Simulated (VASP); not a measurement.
# Fe3Ge with SCAN: from relaxation to properties

Wanted: the relaxed cell of Fe3Ge and its properties. The steps: relaxing cell and atoms (SCAN), second relaxation, density, ELF and potential (SCAN), bands along the symmetry lines (SCAN), total and projected DOS (SCAN), band structure (SCAN + SOC), volume scan with SCAN, fit for SCAN, field gradients at the nuclei (SCAN) and band structure (SCAN), changed input. The start is a cell from a database of measured crystal structures.

Program: VASP 6.6.1. Level of theory: SCAN, spin-polarised from a ferromagnetic start; plane waves and PAW (Fe, Ge_d). Results are calculated unless marked as measured.

This is a report of a sequence of runs, with most program output left out.

## 1. The structure

Before any relaxation, the start is as follows. Symmetry: P6_3/mmc, No. 194, hexagonal system. Conventional cell: a = 5.169 Å, b = 5.169 Å, c = 4.222 Å, α = 90.00°, β = 90.00°, γ = 120.00°. Nearest to Fe lie 8 Fe at 2.50 to 2.67 Å and 4 Ge at 2.58 to 2.61 Å. Nearest to Ge lie 12 Fe at 2.58 to 2.61 Å. Farther neighbours are not listed.

## 2. Relaxing cell and atoms (SCAN)

Properties are meant for the cell that this level of theory prefers, so cell and atoms are relaxed first (ISIF = 3) until forces and stress are small; EDIFFG sets the threshold. SCAN adds the kinetic-energy density; it is numerically more delicate than r2SCAN.

INCAR reads:

```
SYSTEM = Fe3Ge
PREC = Accurate
ENCUT = 410
EDIFF = 1E-06
NELM = 100
ISMEAR = 1
SIGMA = 0.2
LREAL = .FALSE.
ALGO = Normal
METAGGA = SCAN
LASPH = .TRUE.
NBANDS = 62
ISPIN = 2
MAGMOM = 3 3 3 3 3 3 0 0
LMAXMIX = 4
LORBIT = 11
LWAVE = .FALSE.
LCHARG = .FALSE.
KPAR = 4
IBRION = 2
NSW = 60
ISIF = 3
EDIFFG = -0.01
```

POSCAR reads:

```
Fe3Ge
1.0
    5.1690000000      0.0000000000      0.0000000000
   -2.5845000000      4.4764853122      0.0000000000
    0.0000000000      0.0000000000      4.2220000000
Fe Ge
6 2
Direct
    0.8390000000      0.6780000000      0.2500000000
    0.1610000000      0.8390000000      0.7500000000
    0.3220000000      0.1610000000      0.2500000000
    0.1610000000      0.3220000000      0.7500000000
    0.8390000000      0.1610000000      0.2500000000
    0.6780000000      0.8390000000      0.7500000000
    0.3333333333      0.6666666667      0.2500000000
    0.6666666667      0.3333333333      0.7500000000
```

KPOINTS reads:

```
Automatic mesh
0
Gamma
5 5 5
0 0 0
```

PAW data sets: Fe and Ge_d (PBE family, release 64).

The run is started by

```
mpirun -np 4 vasp_std
```

Run time: 15 min. Hardware: 4 MPI ranks of Intel Xeon Platinum 8259CL at 2.50GHz (Skylake/Cascade Lake), shared host; peak memory 1.1 GiB; 49 min of CPU time.

The magnetic state follows from one typed start and may not be the lowest. The k-mesh is coarse for a metal. SCAN-type functionals tend to overstate the moments of itinerant magnets. The PAW data sets were made with PBE, which is usual practice but a small mismatch for other functionals. The run keeps the 24 symmetry operations of its start, so it cannot find a distortion of lower symmetry.

Relaxation path:

| step | energy less that of the first step (eV) | largest force (eV/Å) | pressure (GPa) | volume (Å³) |
| --- | --- | --- | --- | --- |
| 1 | 0.0000 | 0.0458 | -3.87 | 97.69 |
| 2 | -0.0283 | 0.1308 | 3.87 | 93.58 |
| 3 | -0.0406 | 0.0782 | 1.26 | 94.88 |
| 4 | -0.0391 | 0.0492 | -0.07 | 95.56 |
| 5 | -0.0394 | 0.0511 | 0.01 | 95.51 |
| 6 | -0.0399 | 0.0182 | 0.03 | 95.47 |
| 7 | -0.0400 | 0.0095 | 0.03 | 95.46 |

| conventional cell, symmetrised | before | after | change |
| --- | --- | --- | --- |
| a (Å) | 5.169 | 5.124 | -0.9 % |
| b (Å) | 5.169 | 5.124 | -0.9 % |
| c (Å) | 4.222 | 4.198 | -0.6 % |
| volume (Å³/atom) | 12.21 | 11.93 | -2.3 % |

The relaxed structure:

```xyz
8
Lattice="5.1242 0.0000 0.0000 -2.5621 4.4377 0.0000 0.0000 0.0000 4.1980" Properties=species:S:1:pos:R:3 pbc="T T T"
Fe    2.5621    3.0071    1.0495
Fe   -1.3232    3.7224    3.1485
Fe    1.2389    0.7153    1.0495
Fe    0.0000    1.4306    3.1485
Fe    3.8853    0.7153    1.0495
Fe    1.3232    3.7224    3.1485
Ge    0.0000    2.9585    1.0495
Ge    2.5621    1.4792    3.1485
```

Numbers from this step:

* electrons: 76
* bands: 62
* irreducible k-points: 15
* symmetry operations: 24
* free energy (TOTEN): -147.7608 eV
* energy at zero smearing: -147.7621 eV
* Fermi energy: 7.458 eV
* pressure: 0.03363 GPa
* moment of the cell, from the last line of the log: 14.76 μB
* metallic: yes
* SCF cycles over all ionic steps: 90

Spin moment in the PAW sphere by atom:

| atom | spin moment in the PAW sphere (μB) |
| --- | --- |
| Fe1 | 2.52 |
| Fe2 | 2.52 |
| Fe3 | 2.52 |
| Fe4 | 2.52 |
| Fe5 | 2.52 |
| Fe6 | 2.52 |
| Ge7 | -0.13 |
| Ge8 | -0.13 |

It ends with a largest force of 0.010 eV/Å and a pressure of 0.03 GPa. The volume lies -2.3 % from that of the database's start, which holds the thermal and zero-point expansion of its experiment.

## 3. Second relaxation

A relaxation keeps the plane waves of the cell it began with, so it is repeated from the new cell, on a basis made for it.

INCAR is that of step 2.

POSCAR reads:

```
Fe3Ge
1.0
    5.1242062926      0.0000000000      0.0000000000
   -2.5621031463      4.4376928237      0.0000000000
    0.0000000000      0.0000000000      4.1980405862
Fe Ge
6 2
Direct
    0.8388153241      0.6776306482      0.2500000000
    0.1611846759      0.8388153241      0.7500000000
    0.3223693518      0.1611846759      0.2500000000
    0.1611846759      0.3223693518      0.7500000000
    0.8388153241      0.1611846759      0.2500000000
    0.6776306482      0.8388153241      0.7500000000
    0.3333333333      0.6666666667      0.2500000000
    0.6666666667      0.3333333333      0.7500000000
```

KPOINTS is that of step 2.

The run is started by

```
mpirun -np 4 vasp_std
```

Run time: 3.2 min. Hardware: 4 MPI ranks; peak memory 1.1 GiB.

Little changed from the start: no atom moved by 0.005 Å and no cell edge by 0.1 %.

This step gave:

- free energy (TOTEN): -147.7537 eV
- energy at zero smearing: -147.7549 eV
- pressure: -0.004836 GPa
- SCF cycles over all ionic steps: 21

It ends with a largest force of 0.009 eV/Å and a pressure of 0.00 GPa. The volume moved by under 0.01 %: the run met its threshold at the first step.

## 4. Density, ELF and potential (SCAN)

A single point on the relaxed cell gives a clean self-consistent state, with density, ELF and potential written out.

INCAR: that of step 3 with these lines changed.

```diff
@@ -17,7 +17,5 @@
 LWAVE = .FALSE.
-LCHARG = .FALSE.
-KPAR = 4
-IBRION = 2
-NSW = 60
-ISIF = 3
-EDIFFG = -0.01
+LCHARG = .TRUE.
+ISIF = 2
+LELF = .TRUE.
+LVHAR = .TRUE.
```

POSCAR is that of step 3.

KPOINTS is that of step 3.

The run is started by

```
mpirun -np 4 vasp_std
```

Wall time 2.7 min (4 MPI ranks); peak memory 0.64 GiB; 11 min of CPU time.

With spin, VASP writes an ELF for each channel.

Numbers from this step:

* SCF cycles: 22
* bands: 64
* pressure: -0.002672 GPa

Valence electrons inside each PAW sphere by angular momentum. Sphere charges, by row:

| atom | s (e) | p (e) | d (e) | tot (e) |
| --- | --- | --- | --- | --- |
| Fe1 | 0.446 | 0.543 | 6.285 | 7.274 |
| Fe2 | 0.446 | 0.543 | 6.285 | 7.274 |
| Fe3 | 0.446 | 0.543 | 6.285 | 7.274 |
| Fe4 | 0.446 | 0.543 | 6.285 | 7.274 |
| Fe5 | 0.446 | 0.543 | 6.285 | 7.274 |
| Fe6 | 0.446 | 0.543 | 6.285 | 7.274 |
| Ge7 | 1.086 | 1.351 | 10.09 | 12.53 |
| Ge8 | 1.086 | 1.351 | 10.09 | 12.53 |

Spin density in the ab plane at fractional z = 0.250, with atoms of Fe and Ge within 0.2 Å of it.

Values in e/Å³, 14 rows by 14 columns, each cell a mean:
```
0.0 0.0 0.0 0.1 0.1 0.0 0.0 0.0 0.0 0.1 0.1 0.0 0.0 0.0
0.0 0.0 0.0 0.0 0.0 0.0 0.0 0.0 0.0 0.0 0.0 0.0 0.1 0.1
0.2 0.0 0.0 0.0 0.0 0.0 0.0 0.0 0.0 0.0 0.1 0.4 1.0 0.8
0.3 0.0 0.0 0.0 0.0 0.0 0.0 0.0 0.0 0.1 0.6 2.0 2.9 1.6
0.1 0.0 0.0 0.0 0.0 0.0 0.0 0.0 0.0 0.3 1.5 3.2 3.0 1.1
0.0 0.0 0.0 0.0 0.0 0.0 0.0 0.0 0.0 0.3 1.2 1.9 1.1 0.2
0.0 0.0 0.0 0.0 0.0 0.0 0.0 0.0 0.0 0.1 0.4 0.4 0.1 0.0
0.0 0.0 0.0 0.0 0.0 0.0 0.0 0.0 0.0 0.0 0.0 0.0 0.0 0.0
0.1 0.0 0.0 0.0 0.0 0.1 0.1 0.0 0.0 0.0 0.0 0.0 0.0 0.1
0.2 0.0 0.0 0.1 0.5 0.8 0.5 0.1 0.0 0.0 0.0 0.2 0.7 0.8
0.2 0.0 0.0 0.6 2.0 2.4 1.1 0.1 0.0 0.0 0.3 1.6 2.5 1.6
0.1 0.0 0.2 1.6 3.4 2.8 0.7 0.0 0.0 0.1 1.1 3.1 3.2 1.1
0.0 0.0 0.4 1.7 2.4 1.3 0.2 0.0 0.0 0.3 1.5 2.4 1.6 0.3
0.0 0.0 0.2 0.6 0.7 0.2 0.0 0.0 0.0 0.3 0.7 0.6 0.2 0.0
```
Columns run along a (5.1 Å), rows up along b (5.1 Å). Atoms in or near the plane, at fractional coordinates: Fe at (0.84, 0.68), Fe at (0.32, 0.16), Fe at (0.84, 0.16), Ge at (0.33, 0.67).

ELF of up spins in the ab plane at fractional z = 0.250, with atoms of Fe and Ge within 0.2 Å of it. It is the smooth field of the valence electrons, not physical close to the nuclei.

Ten even steps from '_' (0.00) to '@' (0.45), each cell a mean:
```
++======++##%%%%**======++++
====**##@@@@@@@@@@##++======
==++%%@@@@####@@@@##==--....
--**@@%%==--++@@@@++--______
==%%@@++----**@@##==..____..
**@@@@++--++@@%%++--..__..==
##@@@@%%%%@@@@##====----====
**%%@@@@@@%%**++==========++
==**%%%%**========++++======
==++**==--::::====++==--::::
--====::____..======--..____
======______::======..____..
++++--____..======--____..--
**++==::::==++**++==::::==++
```
Columns run along a (5.1 Å), rows up along b (5.1 Å). Atoms in or near the plane, at fractional coordinates: Fe at (0.84, 0.68), Fe at (0.32, 0.16), Fe at (0.84, 0.16), Ge at (0.33, 0.67).

Electrostatic potential energy in the ab plane at fractional z = 0.250, with atoms of Fe and Ge within 0.2 Å of it. With pseudopotentials it is smooth inside the atoms' cores, unlike the true potential.

Values in eV, 14 rows by 14 columns, each cell a mean:
```
 -1  -3  -5  -7  -5  -3  -2  -2  -3  -6  -7  -5  -3  -2
 -7  -2  -1  -2  -5 -12 -16  -9  -3  -1  -2  -4  -8 -10
-12  -3  -1  -8 -26 -38 -37 -21  -4  -1  -6 -14 -20 -19
-13  -3  -7 -29 -46 -50 -45 -22  -4  -5 -16 -25 -28 -24
 -8  -4 -19 -44 -50 -50 -40 -13  -4 -11 -23 -29 -29 -21
 -3  -5 -27 -46 -49 -43 -22  -3  -4 -13 -22 -25 -21 -11
 -1  -5 -22 -34 -33 -19  -4  -1  -3 -10 -16 -15  -9  -2
 -2  -3  -7 -10  -7  -3  -2  -1  -2  -3  -4  -3  -2  -1
 -6  -3  -2  -2  -4  -8  -8  -4  -1  -1  -1  -2  -6  -8
-12  -3  -1  -6 -14 -19 -17  -9  -2  -1  -4 -12 -18 -19
-13  -3  -5 -16 -25 -27 -21 -10  -2  -3 -13 -23 -27 -23
 -9  -3 -12 -23 -30 -28 -19  -6  -2  -9 -21 -29 -29 -21
 -3  -4 -15 -24 -27 -22 -11  -2  -3 -13 -23 -27 -23 -13
 -1  -4 -13 -18 -17 -11  -3  -1  -4 -12 -18 -17 -11  -3
```
Columns run along a (5.1 Å; values clipped at the 3rd and 97th percentile), rows up along b (5.1 Å). Atoms in or near the plane, at fractional coordinates: Fe at (0.84, 0.68), Fe at (0.32, 0.16), Fe at (0.84, 0.16), Ge at (0.33, 0.67).

In this run the pressure is 0.00 GPa, small enough to go on.

## 5. Bands along the symmetry lines (SCAN)

The mesh alone shows little of the dispersion and can miss band extrema, so KPOINTS_OPT adds a path through the symmetry points after the self-consistent cycle.

INCAR reads:

```
SYSTEM = Fe3Ge
PREC = Accurate
ENCUT = 410
EDIFF = 1E-06
NELM = 100
ISMEAR = 1
SIGMA = 0.2
LREAL = .FALSE.
ALGO = Normal
METAGGA = SCAN
LASPH = .TRUE.
NBANDS = 72
ISPIN = 2
MAGMOM = 2.517 2.517 2.517 2.517 2.517 2.517 -0.132 -0.132
LMAXMIX = 4
LORBIT = 11
LWAVE = .FALSE.
LCHARG = .FALSE.
KPAR = 4
```

POSCAR is that of step 4.

KPOINTS is that of step 4.

KPOINTS_OPT reads:

```
Line mode
12
Line-mode
Reciprocal
  0.00000000   0.00000000   0.00000000 GAMMA
  0.50000000   0.00000000   0.00000000 M

  0.50000000   0.00000000   0.00000000 M
  0.33333333   0.33333333   0.00000000 K

  0.33333333   0.33333333   0.00000000 K
  0.00000000   0.00000000   0.00000000 GAMMA

  0.00000000   0.00000000   0.00000000 GAMMA
  0.00000000   0.00000000   0.50000000 A

  0.00000000   0.00000000   0.50000000 A
  0.50000000   0.00000000   0.50000000 L

  0.50000000   0.00000000   0.50000000 L
  0.33333333   0.33333333   0.50000000 H

  0.33333333   0.33333333   0.50000000 H
  0.00000000   0.00000000   0.50000000 A

  0.50000000   0.00000000   0.50000000 L
  0.50000000   0.00000000   0.00000000 M

  0.33333333   0.33333333   0.00000000 K
  0.33333333   0.33333333   0.50000000 H
```

The run is started by

```
mpirun -np 4 vasp_std
```

Elapsed: 9.2 min, on 4 MPI ranks; peak memory 1.6 GiB; 37 min of CPU time.

Spin-orbit coupling is off here; it would split degenerate levels.

Numbers from this step:

- SCF cycles: 20
- bands: 72
- pressure: -0.004741 GPa

Spin up. Electronic bands along the path, in eV, zero at the Fermi level; # counts the bands kept:

| point | #31 | #32 | #33 | #34 | #35 | #36 | #37 | #38 |
| --- | --- | --- | --- | --- | --- | --- | --- | --- |
| Γ | -1.06 | -0.97 | -0.34 | -0.34 | 0.49 | 0.49 | 2.27 | 3.21 |
| 0.45 of the way | -1.11 | -1.03 | -0.35 | 0.36 | 1.22 | 2.03 | 2.59 | 2.93 |
| M | -1.15 | -0.25 | 1.04 | 1.30 | 1.45 | 1.63 | 2.59 | 4.72 |
| 0.55 of the way | -1.18 | 0.14 | 1.13 | 1.37 | 1.45 | 1.56 | 3.17 | 3.49 |
| K | -1.19 | 0.71 | 0.71 | 1.69 | 1.77 | 1.77 | 2.48 | 3.36 |
| 0.45 of the way | -1.14 | -0.36 | 0.07 | 0.23 | 1.94 | 2.15 | 2.70 | 3.00 |
| Γ | -1.06 | -0.97 | -0.34 | -0.34 | 0.49 | 0.49 | 2.27 | 3.21 |
| 0.45 of the way | -1.09 | -0.99 | -0.69 | -0.69 | 0.19 | 0.19 | 1.70 | 3.83 |
| A | -1.04 | -1.04 | -0.83 | -0.83 | -0.83 | -0.83 | 2.04 | 2.04 |
| 0.45 of the way | -1.18 | -1.18 | -0.67 | -0.67 | -0.41 | -0.41 | 2.69 | 2.69 |
| L | -1.18 | -1.18 | -0.47 | -0.47 | 0.06 | 0.06 | 5.48 | 5.48 |
| 0.55 of the way | -1.20 | -1.20 | -1.00 | -1.00 | 1.19 | 1.19 | 4.57 | 4.57 |
| H | -1.20 | -1.20 | -1.15 | -1.15 | 2.02 | 2.02 | 4.07 | 4.07 |
| 0.45 of the way | -1.18 | -1.18 | -0.96 | -0.96 | 0.40 | 0.40 | 3.05 | 3.05 |
| A | -1.04 | -1.04 | -0.83 | -0.83 | -0.83 | -0.83 | 2.04 | 2.04 |
| jump to L | -1.18 | -1.18 | -0.47 | -0.47 | 0.06 | 0.06 | 5.48 | 5.48 |
| 0.55 of the way | -0.99 | -0.77 | -0.24 | -0.15 | 1.46 | 1.99 | 3.52 | 3.64 |
| M | -1.15 | -0.25 | 1.04 | 1.30 | 1.45 | 1.63 | 2.59 | 4.72 |
| jump to K | -1.19 | 0.71 | 0.71 | 1.69 | 1.77 | 1.77 | 2.48 | 3.36 |
| 0.45 of the way | -1.52 | -0.22 | -0.22 | 0.02 | 1.74 | 1.75 | 2.28 | 5.59 |
| H | -1.20 | -1.20 | -1.15 | -1.15 | 2.02 | 2.02 | 4.07 | 4.07 |

Of the projections kept (Fe, Ge), the largest for each band there; the rest of the weight can lie on other orbitals:

| point | #31 | #32 | #33 | #34 | #35 | #36 | #37 | #38 |
| --- | --- | --- | --- | --- | --- | --- | --- | --- |
| Γ | Fe 1.00 | Fe 1.00 | Fe 0.94 | Fe 0.94 | Fe 0.75 | Fe 0.75 | Fe 0.85 | Ge 0.54 |
| M | Fe 1.00 | Fe 0.93 | Fe 0.79 | Fe 0.77 | Fe 0.71 | Fe 0.59 | Fe 0.56 | Fe 0.67 |
| K | Fe 1.00 | Fe 0.69 | Fe 0.69 | Fe 0.81 | Fe 0.73 | Fe 0.73 | Fe 0.89 | Fe 0.86 |
| Γ | Fe 1.00 | Fe 1.00 | Fe 0.94 | Fe 0.94 | Fe 0.75 | Fe 0.75 | Fe 0.85 | Ge 0.54 |
| A | Fe 1.00 | Fe 1.00 | Fe 0.95 | Fe 0.95 | Fe 0.95 | Fe 0.95 | Fe 0.80 | Fe 0.80 |
| L | Fe 0.99 | Fe 0.99 | Fe 0.87 | Fe 0.87 | Fe 0.87 | Fe 0.87 | Fe 0.53 | Fe 0.53 |

Spin down. Electronic bands along the path, in eV, zero at the Fermi level; # counts the bands kept:

| point | #16 | #17 | #18 | #19 | #20 | #21 | #22 | #23 |
| --- | --- | --- | --- | --- | --- | --- | --- | --- |
| Γ | -0.68 | -0.68 | -0.46 | -0.46 | 1.45 | 1.45 | 1.45 | 1.51 |
| 0.45 of the way | -0.69 | -0.45 | -0.42 | -0.41 | 0.64 | 1.10 | 1.21 | 1.39 |
| M | -0.41 | -0.37 | -0.31 | -0.15 | 0.09 | 0.22 | 0.77 | 1.09 |
| 0.55 of the way | -0.45 | -0.38 | -0.32 | -0.31 | 0.17 | 0.19 | 0.67 | 0.96 |
| K | -0.59 | -0.46 | -0.34 | -0.34 | 0.18 | 0.18 | 0.62 | 1.24 |
| 0.45 of the way | -0.61 | -0.42 | -0.38 | -0.28 | 0.42 | 0.56 | 0.93 | 1.38 |
| Γ | -0.68 | -0.68 | -0.46 | -0.46 | 1.45 | 1.45 | 1.45 | 1.51 |
| 0.45 of the way | -0.88 | -0.67 | -0.67 | -0.42 | 1.17 | 1.30 | 1.30 | 1.46 |
| A | -1.27 | -1.27 | -1.27 | 0.51 | 0.51 | 1.23 | 1.23 | 1.23 |
| 0.45 of the way | -1.23 | -1.08 | -1.08 | 0.47 | 0.47 | 1.07 | 1.07 | 1.29 |
| L | -1.07 | -0.86 | -0.86 | 0.39 | 0.39 | 0.90 | 0.90 | 1.02 |
| 0.55 of the way | -0.90 | -0.68 | -0.68 | 0.19 | 0.19 | 0.61 | 0.61 | 1.19 |
| H | -0.91 | -0.32 | -0.32 | -0.14 | -0.14 | 0.57 | 0.57 | 1.15 |
| 0.45 of the way | -1.05 | -0.97 | -0.97 | 0.35 | 0.35 | 0.91 | 0.91 | 1.39 |
| A | -1.27 | -1.27 | -1.27 | 0.51 | 0.51 | 1.23 | 1.23 | 1.23 |
| jump to L | -1.07 | -0.86 | -0.86 | 0.39 | 0.39 | 0.90 | 0.90 | 1.02 |
| 0.55 of the way | -0.76 | -0.46 | -0.13 | -0.03 | 0.17 | 0.30 | 0.91 | 0.92 |
| M | -0.41 | -0.37 | -0.31 | -0.15 | 0.09 | 0.22 | 0.77 | 1.09 |
| jump to K | -0.59 | -0.46 | -0.34 | -0.34 | 0.18 | 0.18 | 0.62 | 1.24 |
| 0.45 of the way | -0.98 | -0.44 | -0.01 | -0.01 | 0.27 | 0.27 | 0.50 | 0.64 |
| H | -0.91 | -0.32 | -0.32 | -0.14 | -0.14 | 0.57 | 0.57 | 1.15 |

Of the projections kept (Fe, Ge), the largest for each band there; the rest of the weight can lie on other orbitals:

| point | #16 | #17 | #18 | #19 | #20 | #21 | #22 | #23 |
| --- | --- | --- | --- | --- | --- | --- | --- | --- |
| Γ | Fe 0.94 | Fe 0.94 | Fe 1.00 | Fe 1.00 | Fe 0.95 | Fe 0.94 | Fe 0.94 | Fe 0.98 |
| M | Fe 0.99 | Fe 1.00 | Fe 0.91 | Fe 0.97 | Fe 0.97 | Fe 0.93 | Fe 1.00 | Fe 0.95 |
| K | Fe 0.99 | Fe 0.95 | Fe 0.97 | Fe 0.97 | Fe 0.93 | Fe 0.93 | Fe 0.99 | Fe 1.00 |
| Γ | Fe 0.94 | Fe 0.94 | Fe 1.00 | Fe 1.00 | Fe 0.95 | Fe 0.94 | Fe 0.94 | Fe 0.98 |
| A | Fe 0.95 | Fe 0.95 | Fe 0.95 | Fe 1.00 | Fe 1.00 | Fe 0.98 | Fe 0.98 | Fe 0.98 |
| L | Fe 0.98 | Fe 0.99 | Fe 0.99 | Fe 0.99 | Fe 0.99 | Fe 0.97 | Fe 0.97 | Fe 0.96 |

There is no gap at this level.

## 6. Total and projected DOS (SCAN)

Here the states are counted by energy and projected on the atoms. The mesh is finer than in the run before.

INCAR: that of step 5 with these lines changed.

```diff
@@ -5,3 +5,3 @@
 NELM = 100
-ISMEAR = 1
+ISMEAR = -5
 SIGMA = 0.2
@@ -19 +19,2 @@
 KPAR = 4
+NEDOS = 2001
```

POSCAR is that of step 5.

KPOINTS reads:

```
Automatic mesh
0
Gamma
8 8 8
0 0 0
```

The run is started by

```
mpirun -np 4 vasp_std
```

Elapsed: 7.4 min, on 4 MPI ranks; peak memory 1.8 GiB.

With tetrahedra the forces and stress of a metal are not exact derivatives of the energy.

This step gave:

| Quantity | Value |
| --- | --- |
| SCF cycles | 19 |
| irreducible k-points | 50 |
| free energy (TOTEN) | -147.7510 eV |
| Fermi energy | 7.411 eV |
| pressure | 0.2102 GPa |
| moment of the cell, from the last line of the log | 14.80 μB |
| DOS at the Fermi level | 5.361 states/eV/cell |

The density of states has structure finer than the step of the table below, so its rows give means over 1 eV, whole bins alone (the curve runs from -12.0 to 4.89 eV). Peaks (eV: height): total down -1.8: 9.63, 1.6: 10.0, 1.9: 13.2, 2.1: 11.3; total up -3.9: 12.4, -3.7: 11.0, -3.2: 13.3, -2.2: 18.0; Fe d up -3.9: 10.5, -3.7: 9.38, -3.2: 11.5, -2.2: 16.9; Fe d down -1.8: 7.45, 1.6: 9.05, 1.9: 12.4, 2.1: 10.7; Fe p up -5.1: 0.430, -4.8: 0.584, -3.9: 0.437, -3.2: 0.551.

States under -12.0 eV and over 4.9 eV are left out. Table of density of states by energy, zero at the Fermi level; means over each step; 7 of 12 lines; values in states/eV/cell:

| energy (eV) | total down | total up | Fe d up | Fe d down | Fe p up | Fe p down | Ge p up |
| --- | --- | --- | --- | --- | --- | --- | --- |
| -11 | 0.586 | 0.817 | 0.0505 | 0.0123 | 0.0719 | 0.0434 | 0.00703 |
| -10 | 1.03 | 0.669 | 0.0863 | 0.0584 | 0.0553 | 0.0929 | 0.00299 |
| -9 | 0.0982 | 0 | 0 | 0.0122 | 0 | 0.00571 | 0 |
| -8 | 2.0e-4 | 0.0599 | 0.00560 | 0 | 0.00412 | 1.2e-5 | 0.00878 |
| -7 | 0.562 | 1.23 | 0.250 | 0.0444 | 0.0948 | 0.0505 | 0.190 |
| -6 | 1.10 | 1.65 | 0.647 | 0.146 | 0.125 | 0.114 | 0.238 |
| -5 | 1.03 | 4.87 | 3.14 | 0.203 | 0.320 | 0.122 | 0.396 |
| -4 | 1.57 | 5.56 | 4.63 | 0.452 | 0.212 | 0.208 | 0.0790 |
| -3 | 3.45 | 7.43 | 6.57 | 1.69 | 0.227 | 0.387 | 0.0945 |
| -2 | 4.52 | 7.91 | 7.16 | 3.38 | 0.217 | 0.335 | 0.0439 |
| -1 | 4.54 | 3.54 | 3.11 | 3.71 | 0.127 | 0.237 | 0.0747 |
| 0 | 2.92 | 1.79 | 1.16 | 2.48 | 0.158 | 0.104 | 0.174 |
| 1 | 5.02 | 1.22 | 0.570 | 4.50 | 0.172 | 0.104 | 0.193 |
| 2 | 7.73 | 0.721 | 0.267 | 7.13 | 0.112 | 0.126 | 0.130 |
| 3 | 2.78 | 1.02 | 0.297 | 2.04 | 0.190 | 0.173 | 0.144 |
| 4 | 1.12 | 0.797 | 0.214 | 0.582 | 0.145 | 0.148 | 0.136 |

The finer mesh and the other smearing move the Fermi level by -0.05 eV from the 5×5×5 run, a small shift, which tests the Fermi level alone. Of the states within 0.3 eV of the Fermi level, the largest shares in the PAW spheres are Fe d 77 %, Ge p 6 % and Fe p 5 %. The rest lies in smaller channels or between the spheres.

## 7. Band structure (SCAN + SOC)

This step: SCAN, spin-orbit coupling, spin-polarised from a ferromagnetic start; plane waves and PAW (Fe, Ge_d) (VASP 6.6.1).

The mesh alone shows little of the dispersion and can miss band extrema, so KPOINTS_OPT adds a path through the symmetry points after the self-consistent cycle. Spin-orbit coupling needs spinors and the noncollinear program, where each band holds one electron.

INCAR reads:

```
SYSTEM = Fe3Ge
PREC = Accurate
ENCUT = 410
EDIFF = 1E-06
NELM = 100
ISMEAR = 1
SIGMA = 0.2
LREAL = .FALSE.
ALGO = Normal
METAGGA = SCAN
LASPH = .TRUE.
LNONCOLLINEAR = .TRUE.
MAGMOM = 0 0 2.517 0 0 2.517 0 0 2.517 0 0 2.517 0 0 2.517 0 0 2.517 0 0 -0.132 0 0 -0.132
NBANDS = 94
GGA_COMPAT = .FALSE.
LSORBIT = .TRUE.
LORBMOM = .TRUE.
ISYM = -1
LMAXMIX = 4
LORBIT = 11
LWAVE = .FALSE.
LCHARG = .FALSE.
KPAR = 4
```

POSCAR is that of step 6.

KPOINTS reads:

```
Automatic mesh
0
Gamma
4 4 4
0 0 0
```

KPOINTS_OPT is that of step 5.

The run is started by

```
mpirun -np 4 vasp_ncl
```

The job ended after 1.5 h (4 MPI ranks).

The run was stopped at its time limit, by a STOPCAR file.

At the end rms(c) stands at 4e-03, with no steady fall over the second half of the cycles shown.

The electronic loop had stalled, so mixing, ALGO or the starting state must change; more time alone may not help.

(Continued in part 2 of 2.)

[Lines on the potential files, build, host, timing and source positions are cut from VASP's logs without a mark.]

[Logs are printed without paths, hosts, clocks, repeated set-up lines and the standing remarks that a program may print on its own settings, such as how far it seeks lower states.]

[Hosts, paths, dates, database ids (printed as entryN), source tags and the programs' standing remarks are cut or masked in the printed files.]

[A measured line is paired with the nearest computed mode of its activity, which favours agreement.]

[In band tables of VASP the shares of atoms and orbitals are scaled to a sum of 1 inside the atoms' spheres.]
